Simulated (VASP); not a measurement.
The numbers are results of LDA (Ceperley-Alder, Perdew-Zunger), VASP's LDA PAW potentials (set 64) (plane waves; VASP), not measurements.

Input for VASP

### KPOINTS
```
Automatic mesh
0
Gamma
7 7 4
0 0 0
```

INCAR:
```
ENCUT = 620   # plane-wave cut-off (eV)
ISIF = 3   # ions, shape and volume
IBRION = 2   # conjugate gradients
SIGMA = 0.05
EDIFF = 1E-6   # SCF stop (eV)
PREC = Accurate
SYSTEM = La2O3
LCHARG = .False.
LREAL = .False.
ISMEAR = 0   # Gaussian
NSW = 40   # most ionic steps
NELM = 100
PSTRESS = 50   # kbar
LWAVE = .False.
LASPH = .True.   # aspherical one-centre terms
LMAXMIX = 6   # l cut-off of mixed one-centre charges
ALGO = Normal   # blocked Davidson
EDIFFG = -0.02   # ionic stop
```

**POSCAR**
```
La2O3
1.0
  1.9407604491  -3.3614956161   0.0000000000
  1.9407604491   3.3614956161   0.0000000000
  0.0000000000   0.0000000000   5.9453608412
La O
2 3
Direct
  0.3333330000   0.6666670000   0.2438689645
  0.6666670000   0.3333330000   0.7561310355
  0.0000000000   0.0000000000   0.0000000000
  0.3333330000   0.6666670000   0.6464944995
  0.6666670000   0.3333330000   0.3535055005
```

POTCAR, in this order: La O (LDA.64 set). Program: vasp_std.

What VASP printed:

### OSZICAR
```
...
       N       E                     dE             d eps       ncg     rms          rms(c)
DAV:   1    -0.462318509877E+02   -0.52203E+00   -0.11034E+01  1896   0.293E+01    0.418E+00
DAV:   2    -0.459325964511E+02    0.29925E+00   -0.15898E+00  2368   0.103E+01    0.129E+00
DAV:   3    -0.458779728935E+02    0.54624E-01   -0.19385E-01  2152   0.567E+00    0.492E-01
DAV:   4    -0.458716925827E+02    0.62803E-02   -0.49073E-02  2456   0.222E+00    0.125E-01
DAV:   5    -0.458721694135E+02   -0.47683E-03   -0.48258E-03  2584   0.580E-01    0.979E-02
DAV:   6    -0.458723589828E+02   -0.18957E-03   -0.38548E-04  2624   0.170E-01    0.739E-02
DAV:   7    -0.458725405068E+02   -0.18152E-03   -0.63811E-04  2664   0.290E-01    0.311E-02
DAV:   8    -0.458725164972E+02    0.24010E-04   -0.21815E-04  2352   0.161E-01    0.104E-02
DAV:   9    -0.458725194753E+02   -0.29781E-05   -0.30633E-05  2600   0.452E-02    0.601E-03
DAV:  10    -0.458725187665E+02    0.70884E-06   -0.42265E-06  1344   0.226E-02
   3 F= -.43524036E+02 E0= -.43524036E+02  d E =-.375682E-01
       N       E                     dE             d eps       ncg     rms          rms(c)
DAV:   1    -0.458711678565E+02    0.13516E-02   -0.24914E-03  1960   0.448E-01    0.633E-02
DAV:   2    -0.458711006146E+02    0.67242E-04   -0.38366E-04  2416   0.152E-01    0.191E-02
DAV:   3    -0.458710881244E+02    0.12490E-04   -0.42915E-05  2192   0.824E-02    0.804E-03
DAV:   4    -0.458710864039E+02    0.17205E-05   -0.13770E-05  2456   0.382E-02    0.224E-03
DAV:   5    -0.458710864281E+02   -0.24208E-07   -0.69842E-07  1328   0.106E-02
   4 F= -.43524037E+02 E0= -.43524037E+02  d E =-.375688E-01
       N       E                     dE             d eps       ncg     rms          rms(c)
DAV:   1    -0.458726326200E+02   -0.15462E-02   -0.99662E-01  2456   0.113E+01    0.520E-01
DAV:   2    -0.458699330017E+02    0.26996E-02   -0.49762E-02  2240   0.166E+00    0.242E-01
DAV:   3    -0.458687084622E+02    0.12245E-02   -0.69813E-03  2672   0.902E-01    0.115E-01
DAV:   4    -0.458684421819E+02    0.26628E-03   -0.11121E-03  2664   0.309E-01    0.498E-02
DAV:   5    -0.458684400483E+02    0.21336E-05   -0.34043E-04  2352   0.138E-01    0.267E-02
DAV:   6    -0.458684371372E+02    0.29112E-05   -0.14935E-04  2360   0.992E-02    0.157E-02
DAV:   7    -0.458684360818E+02    0.10554E-05   -0.16233E-05  2144   0.386E-02    0.942E-03
DAV:   8    -0.458684348783E+02    0.12035E-05   -0.10843E-05  1744   0.243E-02    0.202E-03
DAV:   9    -0.458684348835E+02   -0.51832E-08   -0.61943E-07  1096   0.140E-02
   5 F= -.43529281E+02 E0= -.43529281E+02  d E =-.524371E-02
       N       E                     dE             d eps       ncg     rms          rms(c)
DAV:   1    -0.458663734148E+02    0.20615E-02   -0.16090E-01  2464   0.457E+00    0.209E-01
DAV:   2    -0.458659307899E+02    0.44262E-03   -0.80185E-03  2240   0.672E-01    0.970E-02
DAV:   3    -0.458657320076E+02    0.19878E-03   -0.11198E-03  2672   0.364E-01    0.462E-02
DAV:   4    -0.458656886394E+02    0.43368E-04   -0.17910E-04  2632   0.125E-01    0.200E-02
DAV:   5    -0.458656884150E+02    0.22436E-06   -0.56208E-05  2328   0.562E-02    0.109E-02
DAV:   6    -0.458656878019E+02    0.61313E-06   -0.23748E-05  2264   0.398E-02    0.617E-03
DAV:   7    -0.458656876376E+02    0.16427E-06   -0.17980E-06  1384   0.156E-02
   6 F= -.43529713E+02 E0= -.43529713E+02  d E =-.567581E-02
       N       E                     dE             d eps       ncg     rms          rms(c)
DAV:   1    -0.458699094642E+02   -0.42217E-02   -0.46339E-01  1952   0.109E+01    0.371E-01
DAV:   2    -0.458690496202E+02    0.85984E-03   -0.28299E-02  2384   0.187E+00    0.217E-01
DAV:   3    -0.458676303670E+02    0.14193E-02   -0.42214E-03  2648   0.750E-01    0.387E-02
DAV:   4    -0.458676364121E+02   -0.60451E-05   -0.20988E-04  2136   0.119E-01    0.244E-02
DAV:   5    -0.458676338671E+02    0.25450E-05   -0.26474E-05  2656   0.523E-02    0.962E-03
DAV:   6    -0.458676330818E+02    0.78533E-06   -0.53271E-06  1416   0.227E-02
   7 F= -.43531574E+02 E0= -.43531574E+02  d E =-.186122E-02
       N       E                     dE             d eps       ncg     rms          rms(c)
DAV:   1    -0.458727533916E+02   -0.51195E-02   -0.88647E-01  1952   0.151E+01    0.514E-01
DAV:   2    -0.458711285698E+02    0.16248E-02   -0.54454E-02  2424   0.260E+00    0.301E-01
DAV:   3    -0.458683854055E+02    0.27432E-02   -0.78406E-03  2640   0.103E+00    0.520E-02
DAV:   4    -0.458684007321E+02   -0.15327E-04   -0.38098E-04  2072   0.161E-01    0.332E-02
DAV:   5    -0.458683956175E+02    0.51146E-05   -0.47105E-05  2664   0.712E-02    0.114E-02
DAV:   6    -0.458683945210E+02    0.10966E-05   -0.76777E-06  1624   0.276E-02    0.272E-03
DAV:   7    -0.458683946090E+02   -0.88029E-07   -0.11440E-06  1296   0.190E-02
   8 F= -.43532312E+02 E0= -.43532312E+02  d E =-.259930E-02
       N       E                     dE             d eps       ncg     rms          rms(c)
DAV:   1    -0.458599221525E+02    0.84724E-02   -0.93258E-01  1872   0.956E+00    0.543E-01
DAV:   2    -0.458576532588E+02    0.22689E-02   -0.54240E-02  1944   0.275E+00    0.218E-01
DAV:   3    -0.458565150523E+02    0.11382E-02   -0.70237E-03  2432   0.927E-01    0.697E-02
DAV:   4    -0.458564270263E+02    0.88026E-04   -0.14423E-03  2536   0.354E-01    0.472E-02
DAV:   5    -0.458563960619E+02    0.30964E-04   -0.32348E-04  2408   0.128E-01    0.167E-02
DAV:   6    -0.458563988813E+02   -0.28194E-05   -0.38742E-05  2520   0.556E-02    0.108E-02
DAV:   7    -0.458564001485E+02   -0.12672E-05   -0.53250E-06  1600   0.285E-02    0.362E-03
DAV:   8    -0.458564001643E+02   -0.15782E-07   -0.36879E-06  1488   0.261E-02
   9 F= -.43532689E+02 E0= -.43532689E+02  d E =-.376804E-03
       N       E                     dE             d eps       ncg     rms          rms(c)
DAV:   1    -0.458614841772E+02   -0.50840E-02   -0.12159E-01  1872   0.343E+00    0.193E-01
DAV:   2    -0.458611993285E+02    0.28485E-03   -0.69377E-03  1984   0.988E-01    0.798E-02
DAV:   3    -0.458610463837E+02    0.15294E-03   -0.97694E-04  2448   0.347E-01    0.252E-02
DAV:   4    -0.458610354062E+02    0.10978E-04   -0.18034E-04  2536   0.121E-01    0.163E-02
DAV:   5    -0.458610314148E+02    0.39914E-05   -0.39253E-05  2360   0.448E-02    0.584E-03
DAV:   6    -0.458610316656E+02   -0.25084E-06   -0.41443E-06  1744   0.199E-02
  10 F= -.43532862E+02 E0= -.43532862E+02  d E =-.550081E-03
       N       E                     dE             d eps       ncg     rms          rms(c)
DAV:   1    -0.458620592111E+02   -0.10278E-02   -0.43350E-01  1656   0.493E+00    0.157E-01
DAV:   2    -0.458641517915E+02   -0.20926E-02   -0.25551E-02  2040   0.170E+00    0.958E-02
DAV:   3    -0.458640141853E+02    0.13761E-03   -0.11607E-03  2536   0.368E-01    0.572E-02
DAV:   4    -0.458639314276E+02    0.82758E-04   -0.50069E-04  2288   0.200E-01    0.214E-02
DAV:   5    -0.458639329443E+02   -0.15167E-05   -0.10501E-04  2280   0.865E-02    0.102E-02
DAV:   6    -0.458639329457E+02   -0.13883E-08   -0.19754E-05  2448   0.344E-02    0.538E-03
DAV:   7    -0.458639329689E+02   -0.23135E-07   -0.49166E-06  1568   0.209E-02
  11 F= -.43533250E+02 E0= -.43533250E+02  d E =-.387872E-03
       N       E                     dE             d eps       ncg     rms          rms(c)
DAV:   1    -0.458634421856E+02    0.49076E-03   -0.13912E-02  1664   0.886E-01    0.286E-02
DAV:   2    -0.458635072478E+02   -0.65062E-04   -0.80129E-04  2080   0.305E-01    0.165E-02
DAV:   3    -0.458635028728E+02    0.43750E-05   -0.35900E-05  2520   0.646E-02    0.959E-03
DAV:   4    -0.458635004924E+02    0.23804E-05   -0.13900E-05  2264   0.339E-02    0.345E-03
DAV:   5    -0.458635004342E+02    0.58200E-07   -0.17805E-06  1072   0.144E-02
  12 F= -.43533269E+02 E0= -.43533269E+02  d E =-.406519E-03
```

### OUTCAR
```
------------------------ aborting loop because EDIFF is reached ----------------------------------------
  FORCE on cell =-STRESS in cart. coord.  units (eV):
  Direction    XX          YY          ZZ          XY          YZ          ZX
  --------------------------------------------------------------------------------------
  Total        2.3082853      2.3082852      2.3330698      0.0000000      0.0000000      0.0000000
  in kB       49.5290906     49.5290870     50.0608928      0.0000000      0.0000000      0.0000000
  external PRESSURE =      -0.2936432 kB  Pullay stress =      50.0000000 kB
  volume of cell :       74.67
      direct lattice vectors                 reciprocal lattice vectors
     1.930838512 -3.344310284 -0.000000000     0.258954851 -0.149507659  0.000000000
     1.930838512  3.344310284  0.000000000     0.258954851  0.149507659 -0.000000000
    -0.000000000  0.000000000  5.781722060     0.000000000 -0.000000000  0.172958850
 POSITION                                       TOTAL-FORCE (eV/Angst)
 -----------------------------------------------------------------------------------
      1.93084      1.11477      1.38879         0.000000     -0.000000      0.012234
      1.93084     -1.11477      4.39294        -0.000000      0.000000     -0.012234
      0.00000      0.00000      0.00000        -0.000000     -0.000000      0.000000
      1.93084      1.11477      3.75432         0.000000     -0.000000      0.007371
      1.93084     -1.11477      2.02740        -0.000000      0.000000     -0.007371
 -----------------------------------------------------------------------------------
    total drift:                               -0.000000      0.000000      0.000000
  FREE ENERGIE OF THE ION-ELECTRON SYSTEM (eV)
  ---------------------------------------------------
  free  energy   TOTEN  =       -45.8635004342 eV

  energy  without entropy=      -45.8635004342  energy(sigma->0) =      -45.86350043
  enthalpy is  TOTEN    =       -43.5332685259 eV   P V=        2.3302319083

 reached required accuracy - stopping structural energy minimisation
```
(Selected blocks of OUTCAR.)

CONTCAR:
```
La2O3
   1.00000000000000
     1.9308385118713454   -3.3443102842550374   -0.0000000000000000
     1.9308385118713454    3.3443102842550374    0.0000000000000000
    -0.0000000000000000    0.0000000000000000    5.7817220598772998
  La              O
     2     3
Direct
     0.3333330000000032    0.6666669999999968    0.2402028115007790
     0.6666669999999968    0.3333330000000032    0.7597971884992211
     0.0000000000000000    0.0000000000000000    0.0000000000000000
     0.3333330000000032    0.6666669999999968    0.6493430223121257
     0.6666669999999968    0.3333330000000032    0.3506569776878742
```

**OUTCAR**
```
 val. band max:        6.6231818374   @ k =   0.2857   0.2857   0.5000

 cond. band min:      10.4355995396   @ k =   0.2857   0.2857   0.0000


 Fermi energy:         6.8355135433

 k-point     1 :       0.0000    0.0000    0.0000
  band No.  band energies     occupation
      1     -22.8281      2.00000
      2     -22.4076      2.00000
      3     -10.4278      2.00000
      4      -8.9367      2.00000
      5      -8.5181      2.00000
      6      -6.3236      2.00000
      7      -6.3236      2.00000
      8      -5.9518      2.00000
      9      -5.9518      2.00000
     10      -5.7398      2.00000
     11      -5.0884      2.00000
     12       3.7972      2.00000
     13       3.7972      2.00000
     14       4.2618      2.00000
     15       4.2618      2.00000
     16       4.5134      2.00000
     17       4.6922      2.00000
     18       6.0951      2.00000
     19       6.0952      2.00000
     20       6.3745      2.00000
     21      11.0220      0.00000
     22      11.0220      0.00000
     23      11.0381      0.00000
     24      12.2716      0.00000

 k-point     2 :       0.1429   -0.0000    0.0000
  band No.  band energies     occupation
      1     -22.7778      2.00000
      2     -22.3920      2.00000
      3     -10.3881      2.00000
      4      -9.3581      2.00000
      5      -8.8750      2.00000
      6      -6.4376      2.00000
      7      -6.0342      2.00000
      8      -5.9747      2.00000
      9      -5.7977      2.00000
     10      -5.7519      2.00000
     11      -5.0141      2.00000
     12       3.9074      2.00000
     13       4.0179      2.00000
     14       4.1550      2.00000
     15       4.4149      2.00000
     16       4.5922      2.00000
     17       5.2686      2.00000
     18       5.7967      2.00000
     19       6.1088      2.00000
     20       6.3258      2.00000
     21      11.0687      0.00000
     22      11.2161      0.00000
     23      11.2163      0.00000
     24      12.1761      0.00000
...
```

Energy and stress use the plane-wave basis of the starting cell.

The compound is La2O3 in the a-type structure. This run relaxes it under an external pressure of 5 GPa. Symmetry was kept, so distortions that lower it aren't found.
